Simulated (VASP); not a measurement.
## LiF (Griceite): excitons from the Bethe-Salpeter equation

Aim: the optical spectrum of LiF (Griceite) with the electron-hole interaction. The cell is of the rock-salt type, one of the forms listed for this formula. The start is a cell from a database of measured crystal structures.

Calculated with VASP 6.6.1; PBE; plane waves and PAW (F_GW, Li_GW), in the first sound run; inputs show where later runs differ.

This is a report of a sequence of runs, with most program output left out.

## Step 1: The structure

It takes space group Fm-3m (No. 225, cubic). Conventional cell: a = 4.028 Å, b = 4.028 Å, c = 4.028 Å, α = 90.00°, β = 90.00°, γ = 90.00°. F has 6 Li at 2.01 Å nearest. Nearest to Li lie 6 F at 2.01 Å. Farther neighbours and most contacts between anions are not listed.

## Step 2: Ground state

The orbitals come from a self-consistent PBE run with a tight EDIFF and a narrow smearing. KPOINTS_OPT adds the bands along a path, which shows whether the mesh holds the band edges.

INCAR reads:

```
SYSTEM = LiF
PREC = Accurate
ENCUT = 520
EDIFF = 1E-08
NELM = 100
ISMEAR = 0
SIGMA = 0.01
LREAL = .FALSE.
ALGO = Normal
GGA = PE
NBANDS = 10
LORBIT = 11
LWAVE = .TRUE.
LCHARG = .FALSE.
KPAR = 8
```

POSCAR reads:

```
LiF
1.0
    0.0000000000      2.0140000000      2.0140000000
    2.0140000000      0.0000000000      2.0140000000
    2.0140000000      2.0140000000      0.0000000000
F Li
1 1
Direct
    0.5000000000      0.5000000000      0.5000000000
    0.0000000000      0.0000000000      0.0000000000
```

KPOINTS reads:

```
Automatic mesh
0
Gamma
6 6 6
0 0 0
```

KPOINTS_OPT reads:

```
Line mode
12
Line-mode
Reciprocal
  0.00000000   0.00000000   0.00000000 GAMMA
  0.50000000   0.00000000   0.50000000 X

  0.50000000   0.00000000   0.50000000 X
  0.50000000   0.25000000   0.75000000 W

  0.50000000   0.25000000   0.75000000 W
  0.37500000   0.37500000   0.75000000 K

  0.37500000   0.37500000   0.75000000 K
  0.00000000   0.00000000   0.00000000 GAMMA

  0.00000000   0.00000000   0.00000000 GAMMA
  0.50000000   0.50000000   0.50000000 L

  0.50000000   0.50000000   0.50000000 L
  0.62500000   0.25000000   0.62500000 U

  0.62500000   0.25000000   0.62500000 U
  0.50000000   0.25000000   0.75000000 W

  0.50000000   0.25000000   0.75000000 W
  0.50000000   0.50000000   0.50000000 L

  0.50000000   0.50000000   0.50000000 L
  0.37500000   0.37500000   0.75000000 K

  0.62500000   0.25000000   0.62500000 U
  0.50000000   0.00000000   0.50000000 X
```

PAW data sets: F_GW and Li_GW (PBE family, release 64).

Command:

```sh
$ mpirun -np 8 vasp_std
```

It took 4.4 s on 8 MPI ranks of Intel Xeon Platinum 8375C at 2.90GHz (Ice Lake), shared host; peak memory 1.1 GiB; 30 s of CPU time.

Numbers from this step:

| Quantity | Value |
| --- | --- |
| free energy (TOTEN) | -9.615 eV |
| Fermi energy | -3.020 eV |
| pressure | -0.7670 GPa |
| least gap on mesh and path | 9.046 eV |
| least direct gap on mesh and path | 9.049 eV |

The highest empty bands on the path are converged less tightly, to about 0.1 eV. The electronic bands at the labelled points (eV, zero at the valence-band top; v1 is the highest filled band, c1 the lowest empty one):

```tsv
point	v3	v2	v1	c1	c2
Γ	0.00	0.00	0.00	9.05	23.93
0.55 of the way	-1.66	-0.59	-0.59	11.76	18.35
X	-3.02	-1.01	-1.01	14.81	16.46
0.55 of the way	-2.71	-1.40	-0.89	14.84	15.62
W	-2.09	-2.09	-0.81	15.05	15.05
0.55 of the way	-2.42	-1.70	-0.78	14.73	14.92
K	-2.51	-1.57	-0.74	14.47	14.90
0.55 of the way	-1.37	-0.63	-0.07	10.79	17.40
Γ	0.00	0.00	0.00	9.05	23.93
0.45 of the way	-1.21	-0.11	-0.11	10.18	18.30
L	-2.54	-0.24	-0.24	10.76	16.71
0.45 of the way	-2.42	-0.93	-0.40	11.91	15.99
U	-2.51	-1.57	-0.74	14.47	14.90
0.45 of the way	-2.42	-1.70	-0.78	14.73	14.92
W	-2.09	-2.09	-0.81	15.05	15.05
0.45 of the way	-2.32	-1.37	-0.53	12.78	15.62
L	-2.54	-0.24	-0.24	10.76	16.71
0.45 of the way	-2.42	-0.93	-0.40	11.91	15.99
K	-2.51	-1.57	-0.74	14.47	14.90
jump to U	-2.51	-1.57	-0.74	14.47	14.90
0.55 of the way	-2.91	-1.16	-0.95	14.82	15.91
X	-3.02	-1.01	-1.01	14.81	16.46
```

Of the projections kept (F, Li), the largest for each band there; the rest of the weight can lie on other orbitals:

```tsv
point	v3	v2	v1	c1	c2
Γ	F 0.97	F 0.97	F 0.97	Li 0.72	Li 0.96
X	F 0.82	F 0.92	F 0.92	F 0.50	Li 1.00
W	F 0.86	F 0.86	F 0.93	Li 0.59	Li 0.59
K	F 0.84	F 0.89	F 0.93	Li 0.76	Li 0.54
Γ	F 0.97	F 0.97	F 0.97	Li 0.72	Li 0.96
L	F 0.85	F 0.95	F 0.95	Li 0.84	Li 0.52
```

The cell has a gap of 9.05 eV on mesh and path.

## Step 3: Empty bands

ALGO = Exact makes the empty bands from the converged ground state in one step. LOPTICS writes the k-derivatives of the orbitals (WAVEDER), which give the long-wavelength limit of the screening.

INCAR reads:

```
SYSTEM = LiF
PREC = Accurate
ENCUT = 520
ISMEAR = 0
SIGMA = 0.01
LREAL = .FALSE.
GGA = PE
NBANDS = 40
ALGO = Exact
NELM = 1
LWAVE = .TRUE.
LCHARG = .FALSE.
LOPTICS = .TRUE.
NEDOS = 1000
CSHIFT = 0.1
```

POSCAR is that of step 2.

KPOINTS is that of step 2.

Command:

```sh
$ mpirun -np 8 vasp_std
```

Wall time 2.6 s (8 MPI ranks); peak memory 0.9 GiB.

The gap is read on the k-mesh alone, so it is an upper bound where the band edges lie off the mesh.

A gap read on the k-mesh alone can miss the band edges.

This step gave:

```yaml
gap_on_the_k_mesh: 9.049 eV
least_direct_gap_on_the_k_mesh: 9.049 eV
```

WAVECAR now holds 40 bands for 8 electrons. Its independent-particle dielectric tensor has xx, yy, zz = 2.0, 2.0, 2.0 on this mesh, which isn't tested for convergence in mesh or bands and lacks local fields.

## Step 4: G0W0

This step: G0W0 on PBE; plane waves and PAW (F_GW, Li_GW) (VASP 6.6.1).

G0W0 keeps orbitals and screening fixed and shifts each of the lowest NBANDSGW levels once. LWAVE keeps the quasiparticle levels in WAVECAR, and the W files hold the screened interaction for the next step.

INCAR reads:

```
SYSTEM = LiF
PREC = Accurate
ENCUT = 520
ISMEAR = 0
SIGMA = 0.01
LREAL = .FALSE.
GGA = PE
NBANDS = 40
ALGO = EVGW0
NELMGW = 1
ENCUTGW = 100
NOMEGA = 48
PRECFOCK = Fast
NBANDSGW = 16
LWAVE = .TRUE.
LCHARG = .FALSE.
```

POSCAR is that of step 3.

KPOINTS is that of step 3.

Command:

```sh
$ mpirun -np 8 vasp_std
```

It took 30 s on 8 MPI ranks; peak memory 1.1 GiB; 3.8 min of CPU time.

Numbers from this step:

| Item | Value |
| --- | --- |
| quasiparticle gap on the mesh | 13.28 eV |
| smallest direct quasiparticle gap on the mesh | 13.28 eV |
| gap of the starting orbitals on the mesh | 9.049 eV |

GW takes the gap from 9.049 to 13.282 eV. The value holds for 40 bands, ENCUTGW = 100 eV and this mesh, and isn't shown to be converged in them.

## Step 5: BSE, Tamm-Dancoff

This step: BSE on G0W0 on PBE; plane waves and PAW (F_GW, Li_GW) (VASP 6.6.1).

The Bethe-Salpeter equation adds the screened attraction of electron and hole to the quasiparticle pairs; ANTIRES = 0 leaves out the coupling to antiresonant pairs.

INCAR reads:

```
SYSTEM = LiF
PREC = Accurate
ENCUT = 520
ISMEAR = 0
SIGMA = 0.01
LREAL = .FALSE.
GGA = PE
NBANDS = 40
ALGO = BSE
NBANDSO = 3
NBANDSV = 4
OMEGAMAX = 25
NEDOS = 1000
CSHIFT = 0.1
PRECFOCK = Fast
LWAVE = .FALSE.
LCHARG = .FALSE.
ENCUTGW = 100
ANTIRES = 0
```

POSCAR is that of step 4.

KPOINTS is that of step 4.

Command:

```sh
$ mpirun -np 8 vasp_std
```

Wall time 11 s (8 MPI ranks); peak memory 1.3 GiB.

This step gave:

| Item | Value |
| --- | --- |
| lowest excitation | 11.04 eV |
| direct gap less the lowest excitation | 2.243 eV |

The imaginary dielectric function, xx has structure finer than the step of the table below, so its rows give means over 1 eV, whole bins alone (the curve runs from 0 to 25 eV). Peaks (eV: height): 11.0: 15.2, 12.1: 3.31, 13.1: 3.02, 14.8: 2.20, 19.3: 2.57, 21.2: 4.98.

From 3 filled and 4 empty bands alone, without any pair above OMEGAMAX = 25 eV, so strength is missing wherever others contribute; lines are broadened by CSHIFT, which also makes the tail under the first line. Table of imaginary dielectric function, xx by photon energy; means over each step:

```tsv
photon energy (eV)	imaginary dielectric function, xx
1	8.5e-4
2	0.00175
3	0.00283
4	0.00421
5	0.00609
6	0.00896
7	0.0138
8	0.0237
9	0.0505
10	0.211
11	4.51
12	1.17
13	1.21
14	0.581
15	1.10
16	0.520
17	1.18
18	0.458
19	1.41
20	0.628
21	1.72
22	1.00
23	0.321
24	0.0921
```

Some of the lowest 40 states alone, with states under 2.5 meV apart joined, scaled to the strongest line shown. Exciton lines, with heights relative to the strongest:

```tsv
position (eV)	lines merged	oscillator strength
11.039	3	100
12.161	3	20
12.597	3	0.0
12.631	2	0.0
12.800	3	0.0
12.885	3	0.0
12.892	2	0.0
13.157	3	18
13.342	3	0.0
13.458	3	0.0
13.513	4	13
13.536	3	0.0
```

The lowest excitation lies at 11.039 eV, -2243 meV against the direct gap of these orbitals. No second mesh in this session tests these energies, peaks and heights.

## Step 6: Independent quasiparticles

This step: BSE on G0W0 on PBE, independent quasiparticles; plane waves and PAW (F_GW, Li_GW) (VASP 6.6.1).

With LADDER and LHARTREE off the pairs don't interact at all, so the lowest line must equal the direct gap.

INCAR, as its differences from that of step 5:

```diff
@@ -19 +19,3 @@
 ANTIRES = 0
+LADDER = .FALSE.
+LHARTREE = .FALSE.
```

POSCAR is that of step 5.

KPOINTS is that of step 5.

Command:

```sh
$ mpirun -np 8 vasp_std
```

It took 2.8 s on 8 MPI ranks; peak memory 1.3 GiB; 16 s of CPU time.

Numbers from this step:

```
lowest excitation : 13.28 eV
```

The imaginary dielectric function, xx has structure finer than the step of the table below, so its rows give means over 1 eV, whole bins alone (the curve runs from 0 to 25 eV). Peaks (eV: height): 15.3: 4.54, 16.6: 5.94, 17.0: 3.01, 19.0: 2.85, 22.1: 2.89, 24.3: 4.35, 24.8: 3.39.

From 3 filled and 4 empty bands alone, without any pair above OMEGAMAX = 25 eV, so strength is missing wherever others contribute; lines are broadened by CSHIFT, which also makes the tail under the first line. The imaginary dielectric function, xx by photon energy; means over each step:

photon energy (eV), imaginary dielectric function, xx and a bar:
```
        1       0.00 
        2       0.00 
        3       0.00 
        4       0.00 
        5       0.00 
        6       0.00 
        7       0.00 
        8       0.00 
        9       0.01 
       10       0.01 
       11       0.01 
       12       0.02 
       13       0.14 ##
       14       0.57 #######
       15       1.59 ###################
       16       1.09 #############
       17       2.48 ##############################
       18       0.83 ##########
       19       1.13 ##############
       20       0.49 ######
       21       0.98 ############
       22       2.01 ########################
       23       1.02 ############
       24       2.00 ########################
```

The lowest excitation lies at 13.282 eV, +2243 meV against the Tamm-Dancoff singlet. No second mesh in this session tests these energies, peaks and heights.

## Step 7: Summary

This step: BSE on G0W0 on PBE; plane waves and PAW (VASP 6.6.1).

This step runs nothing: it gathers the runs above.

Cost is wall time times ranks on a shared host, for this step alone, without the steps before it. Excitations by level:

```tsv
level	first excitation (eV)	cost (core minutes)
BSE, Tamm-Dancoff	11.04	1.52
independent quasiparticles	13.28	0.37
```

## Step 8: What came out

| Property | Result |
| --- | --- |
| BSE, Tamm-Dancoff | lowest vertical excitation 11.039 eV; direct gap 13.282 eV |
| independent quasiparticles | lowest vertical excitation 13.282 eV; direct gap 13.282 eV |

What this shows: The Bethe-Salpeter equation puts the lowest vertical singlet excitation at 11.039 eV, 2.24 eV below the direct gap of 13.282 eV; the states within 10 meV of it carry 100 % of the strength of the strongest such group among the lowest 40 states. The spectra were run on one mesh, so the distance from the gap isn't shown to be converged; coarse meshes tend to overstate it. Bands, response cutoff and mesh of the GW step weren't tested in this session. Only the bands set by NBANDSO and NBANDSV form pairs, and any pair above OMEGAMAX = 25 eV is dropped, so the spectrum is that of this window; the window can cut degenerate bands. Not tabulated here, as repeats of values shown or as unfit to read for their mesh, reference level or band range: eps2 curves (empty bands); eps1 curves and static values (BSE, empty bands, independent quasiparticles); line lists of runs without attraction (independent quasiparticles).

[Lines on the potential files, build, host, timing and source positions are cut from VASP's logs without a mark.]

[Logs are printed without paths, hosts, clocks, repeated set-up lines and the standing remarks that a program may print on its own settings, such as how far it seeks lower states.]

[Hosts, paths, dates, database ids (printed as entryN), source tags and the programs' standing remarks are cut or masked in the printed files.]

[Pressures printed for these runs are not shown converged in the cutoff: they can be off by several GPa and have the wrong sign.]
